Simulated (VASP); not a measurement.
All values below come from PW91 GGA, VASP's PBE PAW potentials (set 64) (plane waves; VASP).

The input files of a VASP run:

### POSCAR
```
WSi2
1.0
 -1.6348444992   1.6348444992   3.9796673606
  1.6348444992  -1.6348444992   3.9796673606
  1.6348444992   1.6348444992  -3.9796673606
Si W
2 1
Cart
  0.0000000000  -0.0000000000   5.2954096505
  0.0000000000  -0.0000000000   2.6639250707
  0.0000000000   0.0000000000   0.0000000000
```

### KPOINTS
```
Automatic mesh
0
Gamma
13 13 13
0 0 0
```

INCAR:
```
LASPH = .TRUE.
SIGMA = 0.1
ISMEAR = 1   # Methfessel-Paxton
PREC = Accurate
NSW = 30
NELM = 100   # most electronic steps
SYSTEM = WSi2
IBRION = 2   # conjugate gradients
ISIF = 4   # ions and shape, fixed volume
LCHARG = .FALSE.
EDIFFG = -0.01
LMAXMIX = 6   # l cut-off of mixed one-centre charges
ENCUT = 520
ALGO = Normal   # blocked Davidson
LWAVE = .FALSE.
GGA = 91
EDIFF = 1E-7
LREAL = .FALSE.
```

POTCAR, in this order: Si W_sv (PBE.64 set). Program: vasp_std.

What VASP printed:

File OUTCAR:
```
 ion  position               nearest neighbor table
   1  0.665  0.665  0.000-   2 2.63   3 2.66   3 2.66   3 2.66   3 2.66   3 2.66   2 2.68   2 2.68
                             2 2.68   2 2.68
   2  0.335  0.335  0.000-   1 2.63   3 2.66   3 2.66   3 2.66   3 2.66   3 2.66   1 2.68   1 2.68
                             1 2.68   1 2.68
   3  0.000  0.000  0.000-   1 2.66   1 2.66   1 2.66   2 2.66   1 2.66   2 2.66   2 2.66   2 2.66
                             1 2.66   2 2.66
  LATTYP: Found a body centered tetragonal cell.
 ALAT       =     3.2696889984
 C/A-ratio  =     2.4342788336
 Subroutine PRICEL returns:
 Original cell was already a primitive cell.
 Subroutine GETGRP returns: Found 16 space group operations
The static configuration has the point symmetry D_4h.
The dynamic configuration has the point symmetry D_4h.
 Subroutine INISYM returns: Found 16 space group operations
 Subroutine IBZKPT returns following result:
 Found    196 irreducible k-points:

 Following reciprocal coordinates:
            Coordinates               Weight
  0.000000  0.000000  0.000000      1.000000
  0.076923 -0.000000  0.000000      8.000000
  0.153846 -0.000000  0.000000      8.000000
  0.230769  0.000000  0.000000      8.000000
...
```

File OSZICAR:
```
       N       E                     dE             d eps       ncg     rms          rms(c)
DAV:   1     0.124795777213E+03    0.12480E+03   -0.11129E+04  5880   0.147E+03
DAV:   2    -0.212645976401E+02   -0.14606E+03   -0.14423E+03  6727   0.355E+02
DAV:   3    -0.254804488897E+02   -0.42159E+01   -0.41254E+01  8043   0.517E+01
DAV:   4    -0.255114016199E+02   -0.30953E-01   -0.30939E-01  6538   0.528E+00
DAV:   5    -0.255118101126E+02   -0.40849E-03   -0.40847E-03  8092   0.609E-01    0.234E+01
DAV:   6    -0.246497112630E+02    0.86210E+00   -0.59772E+00  7126   0.175E+01    0.722E+00
DAV:   7    -0.245639379554E+02    0.85773E-01   -0.46346E-01  6762   0.395E+00    0.445E+00
DAV:   8    -0.245388493765E+02    0.25089E-01   -0.62757E-02  7399   0.225E+00    0.287E-01
DAV:   9    -0.245385073465E+02    0.34203E-03   -0.17595E-03  7168   0.335E-01    0.177E-01
DAV:  10    -0.245384531634E+02    0.54183E-04   -0.41170E-04  7175   0.197E-01    0.339E-02
DAV:  11    -0.245384449818E+02    0.81817E-05   -0.49839E-05  7350   0.582E-02    0.142E-02
DAV:  12    -0.245384446625E+02    0.31930E-06   -0.23252E-06  7239   0.104E-02    0.339E-03
DAV:  13    -0.245384441399E+02    0.52261E-06   -0.30011E-07  6293   0.529E-03    0.613E-04
DAV:  14    -0.245384440676E+02    0.72232E-07   -0.19527E-08  3549   0.143E-03
   1 F= -.24538444E+02 E0= -.24538462E+02  d E =-.245384E+02
       N       E                     dE             d eps       ncg     rms          rms(c)
DAV:   1    -0.245401829817E+02   -0.17388E-02   -0.48487E-02  6426   0.221E+00    0.191E-01
DAV:   2    -0.245392093292E+02    0.97365E-03   -0.20287E-03  7490   0.374E-01    0.103E-01
DAV:   3    -0.245389014227E+02    0.30791E-03   -0.77954E-04  7574   0.213E-01    0.293E-02
DAV:   4    -0.245388985108E+02    0.29119E-05   -0.42694E-05  6419   0.513E-02    0.111E-02
DAV:   5    -0.245388977532E+02    0.75757E-06   -0.18159E-06  7574   0.915E-03    0.569E-03
DAV:   6    -0.245388976736E+02    0.79606E-07   -0.42169E-07  6972   0.428E-03
   2 F= -.24538898E+02 E0= -.24538911E+02  d E =-.453606E-03
       N       E                     dE             d eps       ncg     rms          rms(c)
DAV:   1    -0.245389560337E+02   -0.58280E-04   -0.14287E-03  6426   0.380E-01    0.327E-02
DAV:   2    -0.245389269365E+02    0.29097E-04   -0.60940E-05  7462   0.644E-02    0.175E-02
DAV:   3    -0.245389178402E+02    0.90962E-05   -0.22431E-05  7588   0.360E-02    0.517E-03
DAV:   4    -0.245389177130E+02    0.12719E-06   -0.12698E-06  6412   0.889E-03    0.191E-03
DAV:   5    -0.245389176981E+02    0.14953E-07   -0.51612E-08  3745   0.161E-03
   3 F= -.24538918E+02 E0= -.24538932E+02  d E =-.473630E-03
       N       E                     dE             d eps       ncg     rms          rms(c)
DAV:   1    -0.245390455652E+02   -0.12785E-03   -0.45381E-03  6895   0.594E-01    0.491E-02
DAV:   2    -0.245389799695E+02    0.65596E-04   -0.18327E-04  7042   0.108E-01    0.251E-02
DAV:   3    -0.245389613070E+02    0.18662E-04   -0.45415E-05  7574   0.500E-02    0.710E-03
DAV:   4    -0.245389608043E+02    0.50274E-06   -0.36298E-06  6839   0.146E-02    0.354E-03
DAV:   5    -0.245389607615E+02    0.42828E-07   -0.17566E-07  5615   0.278E-03
   4 F= -.24538961E+02 E0= -.24538975E+02  d E =-.430634E-04
```

**OUTCAR**
```
------------------------ aborting loop because EDIFF is reached ----------------------------------------
  FORCE on cell =-STRESS in cart. coord.  units (eV):
  Direction    XX          YY          ZZ          XY          YZ          ZX
  --------------------------------------------------------------------------------------
  Total       -1.5575468     -1.5575468     -1.5610309      0.0000000     -0.0000000      0.0000000
  in kB      -58.6532431    -58.6532431    -58.7844451      0.0000000     -0.0000000      0.0000000
  external PRESSURE =     -58.6969771 kB  Pullay stress =       0.0000000 kB
  volume of cell :       42.55
      direct lattice vectors                 reciprocal lattice vectors
    -1.635984084  1.635984084  3.974125023     0.000000000  0.305626445  0.125813858
     1.635984084 -1.635984084  3.974125023     0.305626445  0.000000000  0.125813858
     1.635984084  1.635984084 -3.974125023     0.305626445  0.305626445  0.000000000
 POSITION                                       TOTAL-FORCE (eV/Angst)
 -----------------------------------------------------------------------------------
      0.00000      0.00000      5.28350        -0.000000     -0.000000      0.001400
      0.00000      0.00000      2.66475         0.000000      0.000000     -0.001400
      1.63598      1.63598      3.97413        -0.000000     -0.000000      0.000000
 -----------------------------------------------------------------------------------
    total drift:                                0.000000      0.000000      0.000000
  FREE ENERGIE OF THE ION-ELECTRON SYSTEM (eV)
  ---------------------------------------------------
  free  energy   TOTEN  =       -24.5389607615 eV

  energy  without entropy=      -24.5390035717  energy(sigma->0) =      -24.53897503

 reached required accuracy - stopping structural energy minimisation
```
(Selected blocks of OUTCAR.)

**CONTCAR**
```
WSi2
   1.00000000000000
    -1.6359840838590640    1.6359840838590640    3.9741250226566307
     1.6359840838590640   -1.6359840838590640    3.9741250226566307
     1.6359840838590640    1.6359840838590640   -3.9741250226566307
  Si              W
     2     1
Direct
     0.6647380149386343    0.6647380149386343    0.0000000000000000
     0.3352619850613657    0.3352619850613657    0.0000000000000000
     1.0000000000000000    1.0000000000000000    1.0000000000000000
```

The compound is WSi2 in the MoSi2 type structure. This cell is one point of a volume scan, at 1.03 of the reference volume. Symmetry was kept, so distortions that lower it aren't found.
